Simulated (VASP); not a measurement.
Output of a VASP run:

### OSZICAR
```
...
DAV:   3    -0.332879981924E+01    0.81239E-01   -0.63312E-02  2312   0.535E+00    0.495E-01
DAV:   4    -0.331624099124E+01    0.12559E-01   -0.56831E-03  2626   0.133E+00    0.123E-02
DAV:   5    -0.331621930611E+01    0.21685E-04   -0.12637E-04  2380   0.241E-01    0.802E-03
DAV:   6    -0.331621908349E+01    0.22261E-06   -0.94709E-06  2266   0.549E-02
   2 F= -.33162191E+01 E0= -.33160438E+01  d E =-.125367E-01
       N       E                     dE             d eps       ncg     rms          rms(c)
DAV:   1    -0.335674750402E+01   -0.40528E-01   -0.51862E-01  2252   0.152E+01    0.117E+00
DAV:   2    -0.332408107800E+01    0.32666E-01   -0.62329E-02  2278   0.575E+00    0.518E-01
DAV:   3    -0.331683068615E+01    0.72504E-02   -0.72049E-03  2302   0.183E+00    0.128E-01
DAV:   4    -0.331584129132E+01    0.98939E-03   -0.62131E-04  2844   0.487E-01    0.227E-03
DAV:   5    -0.331584122891E+01    0.62418E-07   -0.26889E-06  1704   0.306E-02
   3 F= -.33158412E+01 E0= -.33156942E+01  d E =-.121588E-01
       N       E                     dE             d eps       ncg     rms          rms(c)
DAV:   1    -0.333108641286E+01   -0.15245E-01   -0.19270E-01  2250   0.956E+00    0.700E-01
DAV:   2    -0.331936079259E+01    0.11726E-01   -0.20895E-02  2278   0.320E+00    0.315E-01
DAV:   3    -0.331665470910E+01    0.27061E-02   -0.30799E-03  2282   0.118E+00    0.713E-02
DAV:   4    -0.331630951701E+01    0.34519E-03   -0.27939E-04  2930   0.342E-01    0.256E-03
DAV:   5    -0.331630974841E+01   -0.23140E-06   -0.81589E-07  1466   0.139E-02
   4 F= -.33163097E+01 E0= -.33161467E+01  d E =-.126273E-01
       N       E                     dE             d eps       ncg     rms          rms(c)
DAV:   1    -0.331657771724E+01   -0.26820E-03   -0.36886E-03  2256   0.130E+00    0.982E-02
DAV:   2    -0.331634821780E+01    0.22950E-03   -0.42011E-04  2288   0.461E-01    0.439E-02
DAV:   3    -0.331629577505E+01    0.52443E-04   -0.56132E-05  2322   0.160E-01    0.103E-02
DAV:   4    -0.331628892982E+01    0.68452E-05   -0.49135E-06  2360   0.447E-02    0.261E-04
DAV:   5    -0.331628892577E+01    0.40432E-08   -0.25444E-08  1170   0.192E-03
   5 F= -.33162889E+01 E0= -.33161284E+01  d E =-.126065E-01
       N       E                     dE             d eps       ncg     rms          rms(c)
DAV:   1    -0.331803817881E+01   -0.17492E-02   -0.22338E-02  2258   0.322E+00    0.239E-01
DAV:   2    -0.331666852624E+01    0.13697E-02   -0.24835E-03  2284   0.111E+00    0.107E-01
DAV:   3    -0.331635565212E+01    0.31287E-03   -0.34564E-04  2292   0.396E-01    0.248E-02
DAV:   4    -0.331631504809E+01    0.40604E-04   -0.30805E-05  2916   0.112E-01    0.732E-04
DAV:   5    -0.331631509006E+01   -0.41974E-07   -0.71302E-08  1222   0.357E-03
   6 F= -.33163151E+01 E0= -.33161484E+01  d E =-.261643E-04
       N       E                     dE             d eps       ncg     rms          rms(c)
DAV:   1    -0.331644334915E+01   -0.12830E-03   -0.16329E-03  2258   0.866E-01    0.651E-02
DAV:   2    -0.331634240203E+01    0.10095E-03   -0.18504E-04  2284   0.305E-01    0.291E-02
DAV:   3    -0.331631938814E+01    0.23014E-04   -0.24807E-05  2290   0.106E-01    0.683E-03
DAV:   4    -0.331631636915E+01    0.30190E-05   -0.19760E-06  1454   0.297E-02    0.197E-04
DAV:   5    -0.331631638379E+01   -0.14640E-07   -0.16956E-07  1090   0.474E-03
   7 F= -.33163164E+01 E0= -.33161514E+01  d E =-.274580E-04
```

File OUTCAR:
```
------------------------ aborting loop because EDIFF is reached ----------------------------------------
  FORCE on cell =-STRESS in cart. coord.  units (eV):
  Direction    XX          YY          ZZ          XY          YZ          ZX
  --------------------------------------------------------------------------------------
  Total        0.0036702      0.0036702      0.0036702     -0.0000000     -0.0000000      0.0000000
  in kB        0.3310938      0.3310938      0.3310938     -0.0000000     -0.0000000      0.0000000
  external PRESSURE =       0.3310938 kB  Pullay stress =       0.0000000 kB
  volume of cell :       17.76
      direct lattice vectors                 reciprocal lattice vectors
    -1.643596597  1.643596597  1.643596597     0.000000000  0.304210900  0.304210900
     1.643596597 -1.643596597  1.643596597     0.304210900  0.000000000  0.304210900
     1.643596597  1.643596597 -1.643596597     0.304210900  0.304210900  0.000000000
 POSITION                                       TOTAL-FORCE (eV/Angst)
 -----------------------------------------------------------------------------------
     -0.00000      0.00000      0.00000         0.000000      0.000000     -0.000000
 -----------------------------------------------------------------------------------
    total drift:                                0.000000     -0.000000      0.000000
  FREE ENERGIE OF THE ION-ELECTRON SYSTEM (eV)
  ---------------------------------------------------
  free  energy   TOTEN  =        -3.3163163838 eV

  energy  without entropy=       -3.3158214854  energy(sigma->0) =       -3.31615142

 reached required accuracy - stopping structural energy minimisation
```
(Selected blocks of OUTCAR.)

File POSCAR:
```
Ga
1
   -1.6780330000     1.6780330000     1.6780330000
    1.6780330000    -1.6780330000     1.6780330000
    1.6780330000     1.6780330000    -1.6780330000
Ga
1
Direct
  0.0000000000   0.0000000000   0.0000000000
```

### Question
Write an INCAR and KPOINTS that could have produced this output.

### Answer
Several could match; the one computed here: the input of the run itself, PBEsol GGA, plane waves, VASP's PBE PAW potentials (set 64).

INCAR:
```
SYSTEM = Ga
PREC = Accurate; ENCUT = 400; LREAL = .FALSE.
LASPH = .TRUE.
EDIFF = 1E-6; NELM = 100; ALGO = Normal
LMAXMIX = 4
ISMEAR = 1; SIGMA = 0.1
GGA = PS
IBRION = 2; NSW = 60; ISIF = 3
EDIFFG = -0.01
LWAVE = .FALSE.; LCHARG = .FALSE.
```

**KPOINTS**
```
K-points
0
G
 14 14 14
```

POTCAR, in this order: Ga_d (PBE.64 set). Program: vasp_std.

Energy and stress use the plane-wave basis of the starting cell.

The structure was generated: Ga was put into the bcc type (Im-3m), which need not be its known phase. This run relaxes it. Symmetry was kept, so distortions that lower it aren't found.
